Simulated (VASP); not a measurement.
# How biaxial strain in the (001) plane changes Pd

Wanted: the elastic response of Pd to biaxial strain in the (001) plane, with a fit that predicts a row left out.

Method: PBEsol; plane waves and PAW (Pd), in the first sound run; inputs show where later runs differ, in VASP 6.6.1.

Report form: the programs' logs are mostly left out.

**1. The structure**

Symmetry: Fm-3m, No. 225, cubic system. The conventional cell has a = 3.890 Å, b = 3.890 Å, c = 3.890 Å, α = 90.00°, β = 90.00°, γ = 90.00°. Nearest to Pd lie 12 Pd at 2.75 Å.

As a file:

```cif
data_structure
_symmetry_space_group_name_H-M 'P 1'
_symmetry_Int_Tables_number 1
_cell_length_a 2.7506
_cell_length_b 2.7506
_cell_length_c 2.7506
_cell_angle_alpha 60.000
_cell_angle_beta 60.000
_cell_angle_gamma 60.000
_cell_volume 14.72
loop_
_atom_site_label
_atom_site_type_symbol
_atom_site_fract_x
_atom_site_fract_y
_atom_site_fract_z
_atom_site_occupancy
Pd1 Pd 0.00000 0.00000 0.00000 1
```

**2. Relax the crystal, PBEsol**

The series starts from the cell that this level prefers, so that zero strain is near zero stress.

This step took 2 runs in a row; the last is shown.

Level: PBEsol; plane waves and PAW (Pd).

Contents of INCAR:

```
SYSTEM = Pd
PREC = Accurate
ENCUT = 450
EDIFF = 1E-07
NELM = 120
ISMEAR = 1
SIGMA = 0.15
LREAL = .FALSE.
ALGO = Normal
GGA = PS
NBANDS = 11
LASPH = .TRUE.
LORBIT = 11
LWAVE = .FALSE.
LCHARG = .FALSE.
KPAR = 8
IBRION = 2
NSW = 40
ISIF = 3
EDIFFG = -0.005
POTIM = 0.4
```

Contents of POSCAR:

```
Pd
1.0
    0.0000000000      1.9363964734      1.9363964734
    1.9363964734      0.0000000000      1.9363964734
    1.9363964734      1.9363964734      0.0000000000
Pd
1
Direct
    0.0000000000      0.0000000000      0.0000000000
```

Contents of KPOINTS:

```
Automatic mesh
0
Gamma
26 26 26
0 0 0
```

PAW data sets: Pd (PBE family, release 64).

Run with:

```
$ mpirun -np 8 vasp_std
```

Run time: 4.8 s. Hardware: 8 MPI ranks of Intel Xeon 6975P-C (Granite Rapids), shared host; peak memory 1.3 GiB; 33 s of CPU time.

This run gave:

* energy(sigma→0) of the program: -5.9605 eV
* stress, compression positive: xx, yy, zz -0.01, -0.01, -0.01 GPa
* volume: 14.522 Å³
* ionic steps: 1

**3. Strain along the normal, PBEsol**

One member in full: the plane is strained by 1.5 %, and the strain along the normal is moved by secant steps until the normal stress is under 0.012 GPa or five steps are spent; the atoms relax at each step.

This step took 3 runs, each at a new trial strain with the atoms of the one before; the last is shown.

Level: PBEsol; plane waves and PAW (Pd).

INCAR: that of step 2 with these lines changed.

```diff
@@ -15,7 +15,7 @@
 LCHARG = .FALSE.
-KPAR = 8
-IBRION = 2
-NSW = 40
-ISIF = 3
-EDIFFG = -0.005
-POTIM = 0.4
+KPAR = 2
+IBRION = 1
+NSW = 25
+ISIF = 2
+EDIFFG = -0.004
+POTIM = 0.3
```

Contents of POSCAR:

```
Pd
1.0
    0.0000000000      1.9654424210      1.8920992680
    1.9654424210      0.0000000000      1.8920992680
    1.9654424210      1.9654424210      0.0000000000
Pd
1
Direct
    0.0000000000      0.0000000000      0.0000000000
```

KPOINTS is that of step 2.

Run with:

```
$ mpirun -np 2 vasp_std
```

The job ended after 31 s (2 MPI ranks; peak memory 0.53 GiB; 60 s of CPU time).

This run gave:

```
energy(sigma→0) of the program : -5.9577 eV
stress, compression positive   : xx, yy, zz -1.88, -1.88, 0.00 GPa
ionic steps                    : 1
```

**4. The table**

The other members went through these steps as far as the tables show, with the same cutoff and, step by step, the same mesh; 21 runs are not shown. The session took 0.39 core hours (wall time by ranks) on a shared machine.

```tsv
in-plane strain (%)	strain along the normal (%)	in-plane stress, tension positive (GPa)	energy above the unstrained row, extrapolated to no smearing (meV/atom)
-2.000	2.969	-3.807	6.539
-1.500	2.224	-2.738	3.543
-1.000	1.480	?	?
-0.500	0.739	-0.831	0.366
0	0.000	0.006	0.000
0.500	-0.747	0.741	0.336
1.000	-1.511	1.367	1.278
1.500	-2.288	1.881	2.752
2.000	-3.088	2.256	4.609
```

**5. Stress from the known rows**

Fitting a parabola to the 8 known rows (e: strain in %) gives stress = − 0.1959 e² + 1.528 e + 0.01111 in GPa; the residuals are 0.021 GPa r.m.s.

For the withheld row, e = -1, the fit gives -1.713 GPa.

**6. Prediction against calculation**

The calculation gives -1.747 GPa, so the prediction is 0.034 GPa too high, within twice the residual of the fit.

Slopes at zero strain, from cubics through all rows: strain ratio -1.489, stress over strain 157 GPa.

**7. What came out**

```json
{"error of the predicted stress": "0.034 GPa", "ratio of normal to in-plane strain": "-1.489", "biaxial modulus": "157 GPa"}
```

What this shows: As a check, the curvature of the energy gives 155 GPa for the same modulus (energy per volume = M × strain²), 1 % from the slope of the stress; these energies are extrapolated to no smearing, while the stress belongs to the free energy, so part of the difference may come from that. These are static values: temperature and zero-point motion are left out. In a metal the slopes also depend on mesh and smearing, which were held through the series.

[Lines on the potential files, build, host, timing and source positions are cut from VASP's logs without a mark.]

[Logs are printed without paths, hosts, clocks, repeated set-up lines and the standing remarks that a program may print on its own settings, such as how far it seeks lower states.]

[Hosts, paths, dates, database ids (printed as entryN), source tags and the programs' standing remarks are cut or masked in the printed files.]

[In band tables of VASP the shares of atoms and orbitals are scaled to a sum of 1 inside the atoms' spheres.]
